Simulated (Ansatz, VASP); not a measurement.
Given: the input of a run of VASP 6.6.1 on ZnHgO2.

INCAR

```
ALGO = Fast
EDIFF = 1E-6
EDIFFG = -0.01
ENCUT = 900
GGA = PE
IBRION = 2
ISIF = 3
ISMEAR = -1
LASPH = T
LCHARG = F
LREAL = F
LWAVE = F
NELM = 60
NSW = 40
PREC = Accurate
SIGMA = 0.05
```

The input KPOINTS:

```
k-points
0
Gamma
  5 5 6
```

File POSCAR:

```
ZnHgO2
1.0
    4.0092200000      0.0000000000      0.0000000000
    0.0000000000      4.0092200000      0.0000000000
    0.0000000000      0.0000000000      3.3045900000
Zn Hg O
1 1 2
Direct
    0.0000000000      0.0000000000      0.0000000000
    0.5000000000      0.5000000000      0.5000000000
    0.5000000000      0.0000000000      0.0000000000
    0.0000000000      0.5000000000      0.0000000000
```

Potentials or basis: VASP PAW PBE potentials, release 64 (Zn, Hg, O).

Command:

```bash
$ cat potpaw_PBE.64/Zn/POTCAR potpaw_PBE.64/Hg/POTCAR potpaw_PBE.64/O/POTCAR > POTCAR
$ mpirun -np 1 vasp_std > vasp.out
```

Q: Translate it to Ansatz 0.2.0. Potentials there: Ansatz PAW.

A: As run (the cutoff follows the program's own potentials):

Contents of input.yaml:

```yaml
crystal:
  lattice:
    - [4.00922, 0.0, 0.0]
    - [0.0, 4.00922, 0.0]
    - [0.0, 0.0, 3.30459]
  atoms:
    - { symbol: Zn, position: [0.0, 0.0, 0.0] }
    - { symbol: Hg, position: [0.5, 0.5, 0.5] }
    - { symbol: O, position: [0.5, 0.0, 0.0] }
    - { symbol: O, position: [0.0, 0.5, 0.0] }
hamiltonian:
  xc: pbe
  pseudopotentials: { kind: paw }
kpoints:
  mp_grid: { grid: [5, 5, 6] }
scf:
  occupations: { method: fermi_dirac, width: 0.05 }
output:
  forces: true
  stress: true
  eigenvalues: true
relax:
  f_tol: 0.01
  max_steps: 40
  cell: { stress_tol: 0.05 }
```

Potentials or basis: Ansatz PAW.

The run is started by

```sh
$ ansatz run input.yaml --threads 2 --pin off --max-ram 5632MiB --backend cpu --events-out ev --progress --plain --runs-dir out
```

Both were run:

|  | VASP | Ansatz | Ansatz less VASP |
| --- | --- | --- | --- |
| gap on the k mesh at the Fermi level, each at its own relaxed structure (eV) | none | none | - |
| relaxed volume (Å³/atom) | 13.39 | 13.29 | -0.097 |
| relaxed cell length with the largest relative difference (Å) | 4.022 | 4.010 | -0.0125 |

A gap of «none» marks a metal or a gap that the smearing closes. The two sets of potentials don't hold the same shells in valence.

Caveats: the plane-wave basis is chosen anew once the cell has moved, so the energies of steps on either side of that aren't comparable (Ansatz); the pressure holds a Pulay correction of +0.6 GPa for the finite cutoff (Ansatz). The runs have no spin-orbit coupling, so splittings on Hg are missing.
